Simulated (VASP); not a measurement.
Input:

```
Lu
1.0
    1.74511    -3.02262     0.00000
    1.74511     3.02262     0.00000
    0.00000     0.00000     5.44974
Lu
2
Direct
  0.33333   0.66667   0.25000
  0.66667   0.33333   0.75000
```

The numbers are results of PBE GGA with D4 dispersion, VASP's PBE PAW potentials (set 64) (plane waves; VASP), not measurements. Numerical set-up: 520 eV cut-off, 13×13×8 Γ-centred mesh, tetrahedra with Blöchl corrections, potentials Lu_3.

### Question
Predict the energy per atom (σ→0), band gap (on the k-mesh) with the smallest direct gap where there is one.

### Answer

```
Item                                                         Value
------------------------  ----------------------------------------
band gap (on the k-mesh)  none (metal, semimetal or under 0.01 eV)
energy per atom (σ→0)                               -4.636 eV/atom
```

The absolute energy has meaning only against runs of the same code, potentials and settings.

The compound is Lu in the hcp structure. It was relaxed first.
